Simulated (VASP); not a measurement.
Computed with r2SCAN meta-GGA, VASP's PBE PAW potentials (set 64) (plane waves; VASP).

VASP input:

File KPOINTS_OPT:
```
k-points along high-symmetry lines
6
Line-mode
Reciprocal
  0.000000   0.000000   0.000000 ! GAMMA
  0.500000   0.000000   0.000000 ! M

  0.500000   0.000000   0.000000 ! M
  0.333333   0.333333   0.000000 ! K

  0.333333   0.333333   0.000000 ! K
  0.000000   0.000000   0.000000 ! GAMMA

  0.000000   0.000000   0.000000 ! GAMMA
  0.000000   0.000000   0.500000 ! A

  0.000000   0.000000   0.500000 ! A
  0.500000   0.000000   0.500000 ! L

  0.500000   0.000000   0.500000 ! L
  0.333333   0.333333   0.500000 ! H

  0.333333   0.333333   0.500000 ! H
  0.000000   0.000000   0.500000 ! A

  0.500000   0.000000   0.500000 ! L
  0.500000   0.000000   0.000000 ! M

  0.333333   0.333333   0.500000 ! H
  0.333333   0.333333   0.000000 ! K
```

KPOINTS:
```
Automatic mesh
0
Gamma
14 14 8
0 0 0
```

**INCAR**
```
# general
SYSTEM  = Sn
PREC    = Accurate
ENCUT   = 400   # plane-wave cut-off (eV)
LREAL   = .FALSE.
LASPH   = .TRUE.

# electronic loop
EDIFF   = 1E-7
NELM    = 100   # most electronic steps
ALGO    = Normal   # blocked Davidson
LMAXMIX = 4   # l cut-off of mixed one-centre charges
LMIXTAU = .TRUE.

# smearing
ISMEAR  = -5   # tetrahedra, Bloechl

# functional
METAGGA = R2SCAN

# ions
ISIF    = 2

# output
LWAVE   = .FALSE.
LCHARG  = .FALSE.
LORBIT  = 11   # lm-projected
NEDOS   = 601
```

File POSCAR:
```
Sn
1
    3.3337696290    -0.0000000000     0.0000000000
   -1.6668848145     2.8871293230    -0.0000000000
    0.0000000000     0.0000000000     5.6004543634
Sn
2
Direct
  0.3333330000   0.6666670000   0.2500000000
  0.6666670000   0.3333330000   0.7500000000
```

POTCAR, in this order: Sn_d (PBE.64 set). Program: vasp_std.

**Question.** What will the output report for the number of irreducible k-points (NKPTS), number of bands (NBANDS), largest plane-wave count, number of space-group operations, FFT grid (NGX, NGY, NGZ)?

**Answer.** 
```json
{
 "number of irreducible k-points (NKPTS)": "120",
 "number of bands (NBANDS)": "18",
 "largest_plane_wave_count": "1003",
 "number_of_space_group_operations": "24",
 "FFT grid (NGX, NGY, NGZ)": "24 × 24 × 40"
}
```

The structure was generated: Sn was put into the hcp type (P6_3/mmc), which need not be its known phase. It was relaxed first.
